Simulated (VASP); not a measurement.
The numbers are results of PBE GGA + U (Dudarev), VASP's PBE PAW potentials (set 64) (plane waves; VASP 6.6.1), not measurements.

A VASP calculation is set up with these files.

POSCAR:
```
Pt3Ti
1
    3.9984000000     0.0000000000     0.0000000000
    0.0000000000     3.9984000000     0.0000000000
    0.0000000000     0.0000000000     3.9984000000
Ti Pt
1 3
Direct
  0.0000000000   0.0000000000   0.0000000000
  0.0000000000   0.5000000000   0.5000000000
  0.5000000000   0.0000000000   0.5000000000
  0.5000000000   0.5000000000   0.0000000000
```

INCAR:
```
SIGMA=0.1
LDAUU=2.0 0
SYSTEM=Pt3Ti
ISMEAR=1   ! Methfessel-Paxton
LASPH=T   ! aspherical one-centre terms
PREC=Accurate
LDAUJ=0 0
LDAU=T
LDAUTYPE=2
ISIF=2
LWAVE=F
LREAL=F   ! projection in real space or not
LDAUPRINT=1
LORBIT=10
LDAUL=2 -1
EDIFF=1E-6
NELM=100   ! most electronic steps
ENCUT=400   ! plane-wave cut-off (eV)
LMAXMIX=6
GGA=PE   ! PBE
ALGO=Normal   ! blocked Davidson
LCHARG=F
```

KPOINTS:
```
Regular mesh
0
gamma
  7 7 7
0 0 0
```

POTCAR, in this order: Ti_sv Pt (PBE.64 set). Program: vasp_std.

Output of the run:

OSZICAR:
```
       N       E                     dE             d eps       ncg     rms          rms(c)
DAV:   1     0.334528787903E+03    0.33453E+03   -0.17987E+04  1000   0.148E+03
DAV:   2    -0.339989033871E+01   -0.33793E+03   -0.33108E+03  1074   0.397E+02
DAV:   3    -0.311200684608E+02   -0.27720E+02   -0.26393E+02  1480   0.101E+02
DAV:   4    -0.318583512444E+02   -0.73828E+00   -0.73559E+00  1166   0.175E+01
DAV:   5    -0.318855941825E+02   -0.27243E-01   -0.27223E-01  1442   0.316E+00    0.190E+01
DAV:   6    -0.296264416824E+02    0.22592E+01   -0.27919E+01  1436   0.358E+01    0.150E+01
DAV:   7    -0.290056249036E+02    0.62082E+00   -0.35528E+01  1469   0.352E+01    0.908E+00
DAV:   8    -0.281998395077E+02    0.80579E+00   -0.20087E+00  1411   0.105E+01    0.416E+00
DAV:   9    -0.281417543257E+02    0.58085E-01   -0.22540E+00  1534   0.784E+00    0.275E+00
DAV:  10    -0.280693368181E+02    0.72418E-01   -0.51433E-01  1469   0.470E+00    0.317E-01
DAV:  11    -0.280729671975E+02   -0.36304E-02   -0.16644E-02  1390   0.856E-01    0.486E-01
DAV:  12    -0.280704060974E+02    0.25611E-02   -0.17165E-02  1555   0.754E-01    0.536E-02
DAV:  13    -0.280704119452E+02   -0.58478E-05   -0.45864E-04  1326   0.145E-01    0.236E-02
DAV:  14    -0.280704052777E+02    0.66675E-05   -0.51195E-05  1325   0.523E-02    0.668E-03
DAV:  15    -0.280704051281E+02    0.14956E-06   -0.27266E-06  1017   0.148E-02
   1 F= -.28070405E+02 E0= -.28070861E+02  d E =0.136769E-02
```

OUTCAR:
```
------------------------ aborting loop because EDIFF is reached ----------------------------------------
  FORCE on cell =-STRESS in cart. coord.  units (eV):
  Direction    XX          YY          ZZ          XY          YZ          ZX
  --------------------------------------------------------------------------------------
  Total       -2.8636801     -2.8636801     -2.8636801      0.0000000     -0.0000000     -0.0000000
  in kB      -71.7755233    -71.7755233    -71.7755233      0.0000000     -0.0000000     -0.0000000
  external PRESSURE =     -71.7755233 kB  Pullay stress =       0.0000000 kB
  volume of cell :       63.92
      direct lattice vectors                 reciprocal lattice vectors
     3.998400000  0.000000000  0.000000000     0.250100040  0.000000000  0.000000000
     0.000000000  3.998400000  0.000000000     0.000000000  0.250100040  0.000000000
     0.000000000  0.000000000  3.998400000     0.000000000  0.000000000  0.250100040
 POSITION                                       TOTAL-FORCE (eV/Angst)
 -----------------------------------------------------------------------------------
      0.00000      0.00000      0.00000         0.000000      0.000000      0.000000
      0.00000      1.99920      1.99920         0.000000      0.000000      0.000000
      1.99920      0.00000      1.99920         0.000000      0.000000      0.000000
      1.99920      1.99920      0.00000         0.000000      0.000000      0.000000
 -----------------------------------------------------------------------------------
    total drift:                                0.000000      0.000000      0.000000
  FREE ENERGIE OF THE ION-ELECTRON SYSTEM (eV)
  ---------------------------------------------------
  free  energy   TOTEN  =       -28.0704051281 eV

  energy  without entropy=      -28.0717728153  energy(sigma->0) =      -28.07086102

 total charge

# of ion       s       p       d       tot
------------------------------------------
    1        2.205   6.141   1.651   9.997
    2        0.663   0.592   8.030   9.285
    3        0.663   0.592   8.030   9.285
    4        0.663   0.592   8.030   9.285
--------------------------------------------------
tot          4.194   7.916  25.742  37.852
```
(Selected blocks of OUTCAR.)

File OUTCAR:
```
 val. band max:       10.5959385775   @ k =   0.4286   0.0000   0.0000

 cond. band min:      10.7389427850   @ k =   0.4286   0.1429   0.1429


 Fermi energy:        10.6389076624

 k-point     1 :       0.0000    0.0000    0.0000
  band No.  band energies     occupation
      1     -48.2782      2.00000
      2     -24.4563      2.00000
      3     -24.4563      2.00000
      4     -24.4563      2.00000
      5       1.0684      2.00000
      6       3.9467      2.00000
      7       4.2676      2.00000
      8       4.2676      2.00000
      9       4.5700      2.00000
     10       4.5700      2.00000
     11       4.5700      2.00000
     12       7.3466      2.00000
     13       7.3466      2.00000
     14       7.3466      2.00000
     15       9.0731      2.00000
     16       9.0731      2.00000
     17      10.0682      2.00000
     18      10.5929      1.69513
     19      10.5929      1.69513
     20      10.5929      1.69513
     21      11.9709     -0.00000
     22      11.9709     -0.00000
     23      12.1528     -0.00000
     24      12.1528     -0.00000
     25      12.1528     -0.00000

 k-point     2 :       0.1429    0.0000    0.0000
  band No.  band energies     occupation
      1     -48.2779      2.00000
      2     -24.4596      2.00000
      3     -24.4567      2.00000
      4     -24.4567      2.00000
      5       1.3187      2.00000
      6       4.0976      2.00000
      7       4.3422      2.00000
      8       4.4733      2.00000
      9       4.6597      2.00000
     10       4.7158      2.00000
     11       4.7158      2.00000
     12       7.2040      2.00000
     13       7.4116      2.00000
     14       7.4116      2.00000
     15       8.8690      2.00000
     16       9.0999      2.00000
     17       9.7202      2.00000
     18       9.7202      2.00000
     19       9.8553      2.00000
     20      10.5935      1.68811
     21      10.8794     -0.00350
     22      11.6504     -0.00000
     23      11.6504     -0.00000
...
```

Unless said otherwise, spin-orbit coupling is left out, though it shifts the bands of the heavy elements here.

The compound is Pt3Ti in the L1_2 structure. The cell was not relaxed at this level. The run is one of a series of settings (LDAU = .TRUE., LDAUJ = 0 0, LDAUL = 2 -1, LDAUTYPE = 2, LDAUU = 2.0 0 against the base run), some of them coarse on purpose.
